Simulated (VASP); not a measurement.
Consider the following.

```yaml
crystal:
  lattice:
    - [0.00000, 2.57255, 2.57255]
    - [2.57255, 0.00000, 2.57255]
    - [2.57255, 2.57255, 0.00000]
  atoms:
    - { symbol: Pb, position: [0.00000, 0.00000, 0.00000] }
```

These are RPBE GGA, VASP's PBE PAW potentials (set 64) (plane waves; VASP) values and carry that method's errors. Run with 520 eV cut-off, 12×12×12 Γ-centred mesh, first-order Methfessel-Paxton smearing of 0.10 eV, potentials Pb_d.

Unless said otherwise, spin-orbit coupling is left out, though it shifts the bands of the heavy elements here.

### Question
Predict the energy per atom (σ→0), band gap (on the k-mesh) with the smallest direct gap where there is one.

### Answer

```yaml
band gap (on the k-mesh): none (metal, semimetal or under 0.01 eV)
energy per atom (σ→0): -3.169 eV/atom
```

Only differences to runs with the same potentials and settings are physical.

The compound is Pb in the fcc structure. This cell is one point of a volume scan, at 1.03 of the reference volume.
